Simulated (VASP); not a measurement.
# Bulk modulus of wurtzite semiconductors: measurement against SCAN

Computed values from VASP (plane waves, PAW); cells keep the symmetry of their structure type. Static lattice, from a third-order Birch-Murnaghan fit over five volumes at each level.

Here x stands for SCAN B0 and y for measured B0.

| solid | SCAN B0 (GPa) | measured B0 (GPa) | cut-off (eV) | basis of the measured value |
|---|---|---|---|---|
| CdSe | 52.1 | ? | 520 | unstated, as measured |
| CdS | 59.9 | 60.7 | 520 | mostly room temperature (not given in the table), as measured |
| ZnS | 82.9 | 80.0 | 520 | room temperature, as measured |
| ZnO | 153.6 | 143.0 | 520 | mostly room temperature (not given in the table), as measured |
| AlN | 213.8 | 208.0 | 520 | room temperature presumed (not given), as measured |
| BN | 393.3 | 375.0 | 520 | room temperature, as measured |

Fit y of the 5 rows that show it with a straight line. With u = x - 181, the rows have u = -121.10, -98.10, -27.40, 32.80, 212.30. Means: u -0.30000, y 173.34. About the means, the sum of products is 67578 and the sum of squares of u is 71186; the slope is their ratio. Least squares gives y = 173.62 + 0.94931·u. Residuals (row less fit): 2.04, -0.49, -4.61, 3.24, -0.16; standard error 3.47 (degrees of freedom: 3). The slope is 0.949 with a standard error of 0.013. Before the fit, SCAN less measured has mean 7.36, mean absolute 7.68 and median absolute 5.80 GPa over these 5 rows.

Task: Estimate the missing y (x = 52.1); what was measured?

Result: u = -128.90, so y = 173.62 + 0.94931 × (-128.90) = 51.25 GPa. The measured value is 53.4 GPa, 2.15 GPa above the prediction (0.7 % of the range of y in the table). The row lies outside the fitted rows, so this is an extrapolation. From the scatter of the fitted rows alone, a prediction at this place has a standard error of 4.16 GPa, so the miss is 0.5 times that.

Plain SCAN misses this row by -1.3 GPa. These measured values aren't marked as zero-point corrected, so thermal and zero-point effects can be part of a miss beside the level's own error; see the basis column. ZnS is here the high-temperature form. BN is here a metastable high-pressure form. The rows are a random draw of 6 from the 6 solids that have both values on this basis (room or unstated temperature), of 8 computed in this series. Not drawn: V to Ni and open 4f shells, rows kept for tests, unfit runs, cells that left their space group, values derived or compiled from fits, values whose temperature is given only as extrapolated, encyclopaedia, home-page and unnamed sources, sources from 2025 on, soft halide and hydride lattices. Measured values as quoted by these papers, many of them computational: CdSe Michael Grünwald et al., The Journal of Chemical Physics (2012), arXiv:1201.2992; CdS Cormac Toher et al., Physical Review Materials (2017), arXiv:1611.05714; ZnS Isothermal phase behavior of Ag3SbS3, ZnGeP2, and ZnS (abstract); ZnO Cormac Toher et al., Physical Review Materials (2017), arXiv:1611.05714; AlN J. Phys. Chem. B 108, 11506, doi 10.1021/jp048396e, abstract (bulk AlN value quoted); BN Equation of state of wurtzitic boron nitride to 66 GPa, Appl. Phys. Lett., doi 10.1063/1.121186.
